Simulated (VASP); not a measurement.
Here is the system:

```xyz
3
Lattice="0.0000 2.5592 2.5592 2.5592 0.0000 2.5592 2.5592 2.5592 0.0000" Properties=species:S:1:pos:R:3 pbc="T T T"
Zr     0.0000     0.0000     0.0000
O      1.2796     1.2796     1.2796
O      3.8388     3.8388     3.8388
```

Computed with PBE GGA, VASP's PBE PAW potentials (set 64) (plane waves; VASP). Numerical set-up: PREC = Normal, EDIFF = 1E-5, 450 eV cut-off, 10×10×10 Γ-centred mesh, Gaussian smearing of 0.050 eV, potentials Zr_sv O.

At this cut-off the stress carries a Pulay error, which pulls relaxed volumes low.

Q: Give the stress tensor in GPa (positive for a compressed cell).

A: 
```
-1.41   0.00   0.00
 0.00  -1.41   0.00
 0.00   0.00  -1.41
```
The pressure is its mean diagonal, -1.41 GPa.

The compound is ZrO2 in the fluorite structure, the high-temperature cubic form, which is unstable at 0 K; the monoclinic form is the stable one. It was relaxed first.
